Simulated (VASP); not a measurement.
Output of a VASP run:

File OSZICAR:
```
       N       E                     dE             d eps       ncg     rms          rms(c)
DAV:   1     0.187472178661E+03    0.18747E+03   -0.11955E+04   816   0.162E+03
DAV:   2     0.718885855760E+01   -0.18028E+03   -0.17718E+03   875   0.375E+02
DAV:   3    -0.125516957309E+02   -0.19741E+02   -0.19056E+02  1033   0.116E+02
DAV:   4    -0.132232205821E+02   -0.67152E+00   -0.66909E+00   976   0.219E+01
DAV:   5    -0.132397530024E+02   -0.16532E-01   -0.16528E-01  1235   0.348E+00    0.491E+00
DAV:   6    -0.129980546187E+02    0.24170E+00   -0.56345E-01  1225   0.883E+00    0.312E+00
DAV:   7    -0.129715385317E+02    0.26516E-01   -0.14425E-01  1030   0.298E+00    0.889E-01
DAV:   8    -0.129696397174E+02    0.18988E-02   -0.11205E-02  1009   0.109E+00    0.247E-01
DAV:   9    -0.129696775710E+02   -0.37854E-04   -0.10739E-03   948   0.269E-01    0.703E-02
DAV:  10    -0.129696809447E+02   -0.33737E-05   -0.10090E-04  1138   0.699E-02    0.266E-02
DAV:  11    -0.129696939417E+02   -0.12997E-04   -0.25700E-05   894   0.307E-02    0.631E-03
DAV:  12    -0.129696940782E+02   -0.13646E-06   -0.11543E-06  1109   0.939E-03    0.487E-03
DAV:  13    -0.129696944039E+02   -0.32569E-06   -0.90778E-07   911   0.568E-03    0.126E-03
DAV:  14    -0.129696944265E+02   -0.22655E-07   -0.45780E-08   748   0.153E-03
   1 F= -.12969694E+02 E0= -.12969694E+02  d E =-.114434E-16
```

OUTCAR:
```
------------------------ aborting loop because EDIFF is reached ----------------------------------------
  FORCE on cell =-STRESS in cart. coord.  units (eV):
  Direction    XX          YY          ZZ          XY          YZ          ZX
  --------------------------------------------------------------------------------------
  Total        0.0148948      0.0148948     -0.0480491      0.0000000      0.0000000     -0.0000000
  in kB        0.3018950      0.3018950     -0.9738813      0.0000000      0.0000000     -0.0000000
  external PRESSURE =      -0.1233638 kB  Pullay stress =       0.0000000 kB
  volume of cell :       79.05
      direct lattice vectors                 reciprocal lattice vectors
     1.909774092 -3.307825972  0.000000000     0.261811071 -0.151156682  0.000000000
     1.909774092  3.307825972  0.000000000     0.261811071  0.151156682  0.000000000
     0.000000000  0.000000000  6.256558334     0.000000000  0.000000000  0.159832283
 POSITION                                       TOTAL-FORCE (eV/Angst)
 -----------------------------------------------------------------------------------
      0.00000      0.00000      0.00000         0.000000     -0.000000      0.000000
      1.90977      1.10261      1.58461         0.000000      0.000000      0.029118
      1.90977     -1.10261      4.67195        -0.000000     -0.000000     -0.029118
 -----------------------------------------------------------------------------------
    total drift:                                0.000000      0.000000      0.000000
  FREE ENERGIE OF THE ION-ELECTRON SYSTEM (eV)
  ---------------------------------------------------
  free  energy   TOTEN  =       -12.9696944265 eV

  energy  without entropy=      -12.9696944265  energy(sigma->0) =      -12.96969443
```
(Selected blocks of OUTCAR.)

**POSCAR**
```
SnSe2
1
    1.9097740925    -3.3078259723     0.0000000000
    1.9097740925     3.3078259723     0.0000000000
    0.0000000000     0.0000000000     6.2565583339
Sn Se
1 2
Direct
  0.0000000000   0.0000000000   0.0000000000
  0.3333330000   0.6666670000   0.2532711771
  0.6666670000   0.3333330000   0.7467288229
```

Question: Reconstruct the remaining input files.

Answer: One answer among several that fit: the input of the run itself, PBEsol GGA, plane waves, VASP's PBE PAW potentials (set 64).

### INCAR
```
SYSTEM = SnSe2
PREC = Accurate
ENCUT = 480
EDIFF = 1E-7
NELM = 100
ALGO = Normal
LREAL = .FALSE.
LASPH = .TRUE.
ISMEAR = 0
SIGMA = 0.05
GGA = PS
LMAXMIX = 4
LWAVE = .FALSE.
LCHARG = .FALSE.
ISIF = 2
```

File KPOINTS:
```
Regular mesh
0
Gamma
  6 6 4
0 0 0
```

POTCAR, in this order: Sn_d Se (PBE.64 set). Program: vasp_std.

Without a dispersion term in the relaxation, distances and binding between the weakly bound layers, chains or molecules are unreliable, and so is what depends on them.

The compound is SnSe2 in the 1T layered structure. It was relaxed first.
